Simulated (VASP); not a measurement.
# GaSn (Fmmm) in VASP: settings compared

The runs below take GaSn through relaxation of cell and atoms, with vdW-DF-cx, rev-vdW-DF2.

All numbers are computed with VASP 6.6.1; they aren't measurements. Logs are shortened: lines on timing, memory, paths and dates and some standing lists are left out, and cuts for length are marked.

### Step 1. The crystal as given

It takes space group Fmmm (No. 69, orthorhombic). The conventional cell has a = 5.459 Å, b = 5.806 Å, c = 6.196 Å, α = 90.00°, β = 90.00°, γ = 90.00°. Around Ga (site symmetry mmm) lie 6 Sn at 2.73 to 3.10 Å. Sn (site symmetry mmm) has 6 Ga at 2.73 to 3.10 Å as nearest neighbours.

The cell was built by a generator and needn't be a form met in nature.

### Step 2. Relaxation of cell and atoms, vdW-DF-cx

Contents of INCAR:

```
PREC = Accurate
ENCUT = 600
EDIFF = 1E-6
ISMEAR = -1
SIGMA = 0.05
LREAL = F
LASPH = T
NELM = 100
ALGO = Normal
ISIF = 3
LWAVE = F
LCHARG = F
GGA = CX
LUSE_VDW = T
AGGAC = 0.0
IBRION = 2
NSW = 40
EDIFFG = -0.02
```

Contents of KPOINTS:

```
regular mesh
0
Gamma
  8 8 8
```

Contents of POSCAR:

```
GaSn
1.0
    0.0000000000      2.9028814200      3.0982155700
    2.7292512900      0.0000000000      3.0982155700
    2.7292512900      2.9028814200      0.0000000000
Ga Sn
1 1
Direct
    0.5000000000      0.5000000000      0.5000000000
    0.0000000000      0.0000000000      0.0000000000
```

Potentials or basis: VASP PAW PBE potentials, release 64 (Ga_d, Sn_d).

Command:

```console
cat potpaw_PBE.64/Ga_d/POTCAR potpaw_PBE.64/Sn_d/POTCAR > POTCAR
mpirun -np 1 vasp_std > vasp.out
```

OUTCAR:

```text
PREC = Accurate
   ENCUT = 600
   EDIFF = 1E-6
   ISMEAR = -1
   LREAL = F
   LASPH = T
   NELM = 100
   ISIF = 3
   GGA = CX
   IBRION = 2
   NSW = 40
   EDIFFG = -0.02

 ion  position               nearest neighbor table
   1  0.500  0.500  0.500-   2 2.73   2 2.73   2 2.90   2 2.90   2 3.10   2 3.10
   2  0.000  0.000  0.000-   1 2.73   1 2.73   1 2.90   1 2.90   1 3.10   1 3.10

  LATTYP: Found a face centered orthorhombic cell.
 ALAT       =     5.4585025800
 B/A-ratio  =     1.0636182277
 C/A-ratio  =     1.1351888268

  Lattice vectors:

 A1 = (   0.0000000000,   2.9028814200,   3.0982155700)
 A2 = (   2.7292512900,   0.0000000000,   3.0982155700)
 A3 = (   2.7292512900,   2.9028814200,   0.0000000000)

Analysis of symmetry for initial positions (statically):
=====================================================================
 Subroutine PRICEL returns:
 Original cell was already a primitive cell.

 Routine SETGRP: Setting up the symmetry group for a
 face centered orthorhombic supercell.

 Subroutine GETGRP returns: Found  8 space group operations
 (whereof  8 operations were pure point group operations)
 out of a pool of  8 trial point group operations.

The static configuration has the point symmetry D_2h.

Analysis of symmetry for dynamics (positions and initial velocities):
=====================================================================
 Subroutine PRICEL returns:
 Original cell was already a primitive cell.

 Routine SETGRP: Setting up the symmetry group for a
 face centered orthorhombic supercell.

 Subroutine GETGRP returns: Found  8 space group operations
 (whereof  8 operations were pure point group operations)
 out of a pool of  8 trial point group operations.

The dynamic configuration has the point symmetry D_2h.

 Subroutine INISYM returns: Found  8 space group operations
 (whereof  8 operations are pure point group operations),
 and found     1 'primitive' translations

----------------------------------------------------------------------------------------

                                     Primitive cell

  volume of cell :      49.0924

  direct lattice vectors                    reciprocal lattice vectors
     0.000000000  2.902881420  3.098215570    -0.183200426  0.172242654  0.161383218
[... 94 lines left out ...]
   POTIM  = 0.5000    time-step for ionic-motion
   TEBEG  =    0.0;   TEEND  =   0.0 temperature during run
   PSTRESS=    0.0 pullay stress
   NELECT =      27.0000    total number of electrons
   NUPDOWN=      -1.0000    fix difference up-down
   EMIN   =  10.00;   EMAX   =-10.00  energy-range for DOS
   EFERMI =   0.00;   METHOD = LEGACY
   ISMEAR =    -1;   SIGMA  =   0.05  broadening in eV -4-tet -1-fermi 0-gaus
   EFERMI_NEDOS =   21; number of points for ismear=-14 and -15
   IALGO  =     38    algorithm
   IMIX   =      4    mixing-type and parameters
     AMIX     =   0.40;   BMIX     =  1.00
     AMIX_MAG =   1.60;   BMIX_MAG =  1.00
  volume/ion in A,a.u.               =      24.55       165.65
  Fermi-wavevector in a.u.,A,eV,Ry     =   1.341296  2.534682 24.477898  1.799075
  Thomas-Fermi vector in A             =   2.469541
   LORBIT       =      0    0 simple, 1 ext, 2 COOP (PROOUT), +10 PAW based schemes
   GGA     = CX    functional components
   LHFCALC =     F    Hartree Fock is set to
   AEXX    =    0.0000 exact exchange contribution
   IVDW_NL    =     1    kernel type
   BPARAM     = 6.3000
   IVDW    =     0    specifies the selected vdW correction
   LEPSILON=     F    determine dielectric tensor
   LRPA    =     F    only Hartree local field effects (RPA)
 conjugate gradient relaxation of ions
 non-spin polarized calculation
  energy-cutoff  :      600.00
  volume of cell :       49.09
 maximum number of plane-waves:      1666
 NGX is ok and might be reduce to    36
   NGX = 17   NGY = 17   NGZ = 15

--------------------------------------- Ionic step        1  -------------------------------------------

 number of electron      27.0000004 magnetization

 Free energy of the ion-electron system (eV)
  ---------------------------------------------------
  ext. energy  EPLUGINS =         0.00000000
  ---------------------------------------------------
  free energy    TOTEN  =        -0.22706092 eV

  energy without entropy =       -0.21750271  energy(sigma->0) =       -0.22228181

------------------------ aborting loop because EDIFF is reached ----------------------------------------

  FORCE on cell =-STRESS in cart. coord.  units (eV):
  Direction    XX          YY          ZZ          XY          YZ          ZX
  --------------------------------------------------------------------------------------
  -------------------------------------------------------------------------------------
  Total        1.2393997     -0.4669408     -1.9687187      0.0000000      0.0000000      0.0000000
  in kB       40.4489747    -15.2390509    -64.2509875      0.0000000      0.0000000      0.0000000
  external PRESSURE =     -13.0136879 kB  Pullay stress =       0.0000000 kB
[... 253 lines left out ...]
--------------------------------------- Ionic step        8  -------------------------------------------

 number of electron      26.9999997 magnetization

 Free energy of the ion-electron system (eV)
  ---------------------------------------------------
  ext. energy  EPLUGINS =         0.00000000
  ---------------------------------------------------
  free energy    TOTEN  =        -0.36165360 eV

  energy without entropy =       -0.35251044  energy(sigma->0) =       -0.35708202

 E-fermi :   6.5498     XC(G=0): -10.5633

 val. band max:        6.5359426036   @ k =  -0.3750   0.1250   0.1250
 cond. band min:       6.5678643615   @ k =  -0.3750   0.2500   0.2500
 fundamental gap:      0.0319217579
 Fermi energy:         6.5497632734

 k-point     1 :       0.0000    0.0000    0.0000
  band No.  band energies     occupation
      1     -14.7488      2.00000
      2     -14.7485      2.00000
      3     -14.7181      2.00000
      4     -14.7180      2.00000
      5     -14.7178      2.00000
      6      -8.2952      2.00000
[... 457 lines left out ...]
      4     -14.7006      2.00000
      5     -14.6965      2.00000
      6      -8.3360      2.00000
[... 9 lines left out ...]
     16      11.9082      0.00000
     17      11.9979      0.00000

 [... further k-points ...]

------------------------ aborting loop because EDIFF is reached ----------------------------------------

  FORCE on cell =-STRESS in cart. coord.  units (eV):
  Direction    XX          YY          ZZ          XY          YZ          ZX
  --------------------------------------------------------------------------------------
  -------------------------------------------------------------------------------------
  Total        0.0097282     -0.0208241     -0.0108317     -0.0000000      0.0000000      0.0000000
  in kB        0.3341529     -0.7152813     -0.3720552     -0.0000000      0.0000000      0.0000000
  external PRESSURE =      -0.2510612 kB  Pullay stress =       0.0000000 kB
[... 21 lines left out ...]
  energy  without entropy=       -0.3525104377  energy(sigma->0) =       -0.35708202

Total vdW correction in eV:      5.0362679

 reached required accuracy - stopping structural energy minimisation
```

OSZICAR:

```text
N       E                     dE             d eps       ncg     rms          rms(c)
DAV:   1     0.168804541281E+03    0.16880E+03   -0.15279E+04  3246   0.279E+03
DAV:   2     0.133874266055E+02   -0.15542E+03   -0.15394E+03  3318   0.446E+02
DAV:   3     0.715719781579E-01   -0.13316E+02   -0.13249E+02  3895   0.128E+02
[... 60 lines left out ...]
DAV:   2    -0.362316898125E+00    0.21833E-02   -0.48143E-03  3819   0.124E+00    0.140E-01
DAV:   3    -0.361690330602E+00    0.62657E-03   -0.12820E-03  4193   0.574E-01    0.281E-02
DAV:   4    -0.361658788929E+00    0.31542E-04   -0.10472E-04  3509   0.128E-01    0.112E-02
DAV:   5    -0.361653714226E+00    0.50747E-05   -0.97424E-06  4143   0.438E-02    0.227E-03
DAV:   6    -0.361653600683E+00    0.11354E-06   -0.10948E-06  1840   0.155E-02
   8 F= -.36165360E+00 E0= -.35708202E+00  d E =-.201805E-04
```

CONTCAR:

```text
GaSn
   1.00000000000000
    -0.0000000000000000    2.8584415119165594    2.8576877868885306
     2.8551241754739514    0.0000000000000000    2.8576877868885306
     2.8551241754739514    2.8584415119165594    0.0000000000000000
  Ga              Sn
     1     1
Direct
     0.5000000000000000    0.5000000000000000    0.5000000000000000
     0.0000000000000000    0.0000000000000000    0.0000000000000000

  0.00000000E+00  0.00000000E+00  0.00000000E+00
  0.00000000E+00  0.00000000E+00  0.00000000E+00
```

Run time: 6.1 min. Hardware: 1 thread of Intel Xeon 6975P-C (Granite Rapids), shared host; peak memory 0.52 GiB.

What came out:

```
Free energy                            : -0.3617 eV
Relaxed volume                         : 23.32 Å³/atom
Relaxed cell                           : a = 4.042 Å, b = 4.040 Å, c = 4.040 Å, α = 60.03°, β = 59.98°, γ = 59.99°
Space group after relaxing (to 0.05 Å) : Fm-3m (No. 225)
Energy gained by relaxing              : 67.3 meV/atom
Ionic steps                            : 8
Pressure after relaxing                : 0.0 GPa
Band gap on the k mesh                 : none (metal or under the smearing width)
```

The path:
```tsv
step	energy change (eV)	largest force (eV/Å)	pressure (GPa)	volume (Å³)
1	0.0000	0.0000	-1.30	49.09
2	-0.1110	0.0000	-0.94	47.62
3	-0.1336	0.0000	0.20	46.45
4	-0.1345	0.0000	-0.11	46.63
5	-0.1344	0.0000	-0.05	46.58
6	-0.1346	0.0000	0.11	46.52
7	-0.1346	0.0000	0.13	46.52
8	-0.1346	0.0000	-0.03	46.64
```

Final structure:
```yaml
crystal:
  lattice:
    - [0.00000, 2.85844, 2.85769]
    - [2.85512, 0.00000, 2.85769]
    - [2.85512, 2.85844, 0.00000]
  atoms:
    - { symbol: Ga, position: [0.50000, 0.50000, 0.50000] }
    - { symbol: Sn, position: [0.00000, 0.00000, 0.00000] }
```

Caveat: the PAW data sets were made with another functional, which shifts forces and pressure a little.

### Step 3. Relaxation of cell and atoms, rev-vdW-DF2

Changes to INCAR since step 2:

```diff
@@ -12,5 +12,8 @@
 LCHARG = F
-GGA = CX
+GGA = MK
 LUSE_VDW = T
 AGGAC = 0.0
+PARAM1 = 0.1234
+PARAM2 = 0.711357
+ZAB_VDW = -1.8867
 IBRION = 2
```

KPOINTS is that of step 2.

POSCAR is that of step 2.

Potentials or basis: VASP PAW PBE potentials, release 64 (Ga_d, Sn_d).

Command:

```console
cat potpaw_PBE.64/Ga_d/POTCAR potpaw_PBE.64/Sn_d/POTCAR > POTCAR
mpirun -np 1 vasp_std > vasp.out
```

OUTCAR:

```text
PREC = Accurate
   ENCUT = 600
   EDIFF = 1E-6
   ISMEAR = -1
   LREAL = F
   LASPH = T
   NELM = 100
   ISIF = 3
   GGA = MK
   IBRION = 2
   NSW = 40
   EDIFFG = -0.02

 ion  position               nearest neighbor table
   1  0.500  0.500  0.500-   2 2.73   2 2.73   2 2.90   2 2.90   2 3.10   2 3.10
   2  0.000  0.000  0.000-   1 2.73   1 2.73   1 2.90   1 2.90   1 3.10   1 3.10

  LATTYP: Found a face centered orthorhombic cell.
 ALAT       =     5.4585025800
 B/A-ratio  =     1.0636182277
 C/A-ratio  =     1.1351888268

  Lattice vectors:

 A1 = (   0.0000000000,   2.9028814200,   3.0982155700)
 A2 = (   2.7292512900,   0.0000000000,   3.0982155700)
 A3 = (   2.7292512900,   2.9028814200,   0.0000000000)

Analysis of symmetry for initial positions (statically):
=====================================================================
 Subroutine PRICEL returns:
 Original cell was already a primitive cell.

 Routine SETGRP: Setting up the symmetry group for a
 face centered orthorhombic supercell.

 Subroutine GETGRP returns: Found  8 space group operations
 (whereof  8 operations were pure point group operations)
 out of a pool of  8 trial point group operations.

The static configuration has the point symmetry D_2h.

Analysis of symmetry for dynamics (positions and initial velocities):
=====================================================================
 Subroutine PRICEL returns:
 Original cell was already a primitive cell.

 Routine SETGRP: Setting up the symmetry group for a
 face centered orthorhombic supercell.

 Subroutine GETGRP returns: Found  8 space group operations
 (whereof  8 operations were pure point group operations)
 out of a pool of  8 trial point group operations.

The dynamic configuration has the point symmetry D_2h.

 Subroutine INISYM returns: Found  8 space group operations
 (whereof  8 operations are pure point group operations),
[... 123 lines left out ...]
   AEXX    =    0.0000 exact exchange contribution
   IVDW_NL    =     1    kernel type
   BPARAM     = 6.3000
   IVDW    =     0    specifies the selected vdW correction
   LEPSILON=     F    determine dielectric tensor
   LRPA    =     F    only Hartree local field effects (RPA)
 conjugate gradient relaxation of ions
 non-spin polarized calculation
  energy-cutoff  :      600.00
  volume of cell :       49.09
 maximum number of plane-waves:      1666
 NGX is ok and might be reduce to    36
   NGX = 17   NGY = 17   NGZ = 15

--------------------------------------- Ionic step        1  -------------------------------------------

 number of electron      27.0000004 magnetization

 Free energy of the ion-electron system (eV)
  ---------------------------------------------------
  ext. energy  EPLUGINS =         0.00000000
  ---------------------------------------------------
  free energy    TOTEN  =        -0.67464791 eV

  energy without entropy =       -0.66500609  energy(sigma->0) =       -0.66982700

------------------------ aborting loop because EDIFF is reached ----------------------------------------

  FORCE on cell =-STRESS in cart. coord.  units (eV):
  Direction    XX          YY          ZZ          XY          YZ          ZX
  --------------------------------------------------------------------------------------
  -------------------------------------------------------------------------------------
  Total        1.7465859      0.0020286     -1.5613205      0.0000000      0.0000000      0.0000000
  in kB       57.0014731      0.0662068    -50.9551627      0.0000000      0.0000000      0.0000000
  external PRESSURE =       2.0375058 kB  Pullay stress =       0.0000000 kB
[... 291 lines left out ...]
--------------------------------------- Ionic step        9  -------------------------------------------

 number of electron      26.9999999 magnetization

 Free energy of the ion-electron system (eV)
  ---------------------------------------------------
  ext. energy  EPLUGINS =         0.00000000
  ---------------------------------------------------
  free energy    TOTEN  =        -0.79468284 eV

  energy without entropy =       -0.78548181  energy(sigma->0) =       -0.79008233

 E-fermi :   6.2770     XC(G=0): -10.3776

 val. band max:        6.2584181837   @ k =   0.5000   0.0000   0.1250
 cond. band min:       6.3077898907   @ k =  -0.3750  -0.0000   0.2500
 fundamental gap:      0.0493717070
 Fermi energy:         6.2769948574

 k-point     1 :       0.0000    0.0000    0.0000
  band No.  band energies     occupation
      1     -15.0661      2.00000
      2     -15.0655      2.00000
      3     -15.0376      2.00000
      4     -15.0372      2.00000
      5     -15.0371      2.00000
      6      -8.5985      2.00000
[... 457 lines left out ...]
      4     -15.0221      2.00000
      5     -15.0185      2.00000
      6      -8.6341      2.00000
[... 9 lines left out ...]
     16      11.5011      0.00000
     17      11.5696      0.00000

 [... further k-points ...]

------------------------ aborting loop because EDIFF is reached ----------------------------------------

  FORCE on cell =-STRESS in cart. coord.  units (eV):
  Direction    XX          YY          ZZ          XY          YZ          ZX
  --------------------------------------------------------------------------------------
  -------------------------------------------------------------------------------------
  Total       -0.0314143     -0.0042844     -0.0061242      0.0000000      0.0000000      0.0000000
  in kB       -1.0473428     -0.1428404     -0.2041778      0.0000000      0.0000000      0.0000000
  external PRESSURE =      -0.4647870 kB  Pullay stress =       0.0000000 kB
[... 21 lines left out ...]
  energy  without entropy=       -0.7854818132  energy(sigma->0) =       -0.79008233

Total vdW correction in eV:      4.6791587

 reached required accuracy - stopping structural energy minimisation
```

OSZICAR:

```text
N       E                     dE             d eps       ncg     rms          rms(c)
DAV:   1     0.168712466296E+03    0.16871E+03   -0.15295E+04  3246   0.279E+03
DAV:   2     0.130350690187E+02   -0.15568E+03   -0.15420E+03  3318   0.447E+02
[... 71 lines left out ...]
DAV:   1    -0.797347176421E+00   -0.28630E-02   -0.55834E-02  3655   0.237E+00    0.265E-01
DAV:   2    -0.795501393830E+00    0.18458E-02   -0.33798E-03  3584   0.902E-01    0.154E-01
DAV:   3    -0.794668962220E+00    0.83243E-03   -0.20183E-03  4185   0.538E-01    0.229E-02
DAV:   4    -0.794683997453E+00   -0.15035E-04   -0.24508E-04  3331   0.187E-01    0.130E-02
DAV:   5    -0.794683231022E+00    0.76643E-06   -0.11105E-05  4200   0.462E-02    0.338E-03
DAV:   6    -0.794682842007E+00    0.38901E-06   -0.13374E-06  2026   0.204E-02
   9 F= -.79468284E+00 E0= -.79008233E+00  d E =-.199076E-03
```

CONTCAR:

```text
GaSn
   1.00000000000000
     0.0000000000000000    2.8844212051533504    2.8848505265846680
     2.8876002143261412    0.0000000000000000    2.8848505265846680
     2.8876002143261412    2.8844212051533504    0.0000000000000000
  Ga              Sn
     1     1
Direct
     0.5000000000000000    0.5000000000000000    0.5000000000000000
     0.0000000000000000    0.0000000000000000    0.0000000000000000

  0.00000000E+00  0.00000000E+00  0.00000000E+00
  0.00000000E+00  0.00000000E+00  0.00000000E+00
```

Wall time 7 min (1 thread of Intel Xeon 6975P-C (Granite Rapids), shared host); peak memory 0.52 GiB.

Results:

- Free energy: -0.7947 eV
- Relaxed volume: 24.03 Å³/atom
- Relaxed cell: a = 4.079 Å, b = 4.082 Å, c = 4.081 Å, α = 59.97°, β = 60.02°, γ = 60.01°
- Space group after relaxing (to 0.05 Å): Fm-3m (No. 225)
- Energy gained by relaxing: 60.0 meV/atom
- Ionic steps: 9
- Pressure after relaxing: 0.0 GPa
- Band gap on the k mesh: none (metal or under the smearing width)

The path:
| step | energy change (eV) | largest force (eV/Å) | pressure (GPa) | volume (Å³) |
| --- | --- | --- | --- | --- |
| 1 | 0.0000 | 0.0000 | 0.20 | 49.09 |
| 2 | -0.0982 | 0.0000 | -1.02 | 49.24 |
| 3 | -0.1105 | 0.0000 | -1.12 | 49.23 |
| 4 | -0.1153 | 0.0000 | -1.19 | 49.25 |
| 5 | -0.1153 | 0.0000 | -1.18 | 49.25 |
| 6 | -0.1197 | 0.0000 | 0.23 | 47.84 |
| 7 | -0.1198 | 0.0000 | -0.03 | 48.08 |
| 8 | -0.1198 | 0.0000 | -0.11 | 48.10 |
| 9 | -0.1200 | 0.0000 | -0.05 | 48.06 |

Final structure:
```
CELL_PARAMETERS angstrom
0.00000 2.88442 2.88485
2.88760 0.00000 2.88485
2.88760 2.88442 0.00000
ATOMIC_POSITIONS crystal
Ga 0.50000 0.50000 0.50000
Sn 0.00000 0.00000 0.00000
```

Caveat: the PAW data sets were made with another functional, which shifts forces and pressure a little.

### Step 4. The reference run

An earlier run on the cell as given: functional PBE; potentials or basis VASP PAW PBE potentials, release 64 (Ga_d, Sn_d); cutoff 520 eV; k mesh 8 × 8 × 8; occupations fermi-dirac, width 0.05 eV; no spin polarisation.

- Pressure: 1.1 GPa
- Band gap on the k mesh: none (metal or under the smearing width)

### Step 5. Overview

```tsv
task	level	cell	cutoff (eV)	gap on the mesh (eV)	pressure (GPa)	relaxed volume (Å³/atom)
relaxation of cell and atoms	vdW-DF-cx	relaxed	600	none	0.0	23.32
relaxation of cell and atoms	rev-vdW-DF2	relaxed	600	none	0.0	24.03
single point	PBE	as given	520	none	1.1	-
```

Alike in all rows: potentials or basis VASP PAW PBE potentials, release 64 (Ga_d, Sn_d); no spin polarisation; k mesh 8 × 8 × 8; smearing fermi-dirac 0.05 eV.

Caveats: the PAW data sets were made with another functional, which shifts forces and pressure a little (some runs).

Total energies depend on the potentials used, so only differences within one code and one set of settings carry meaning.
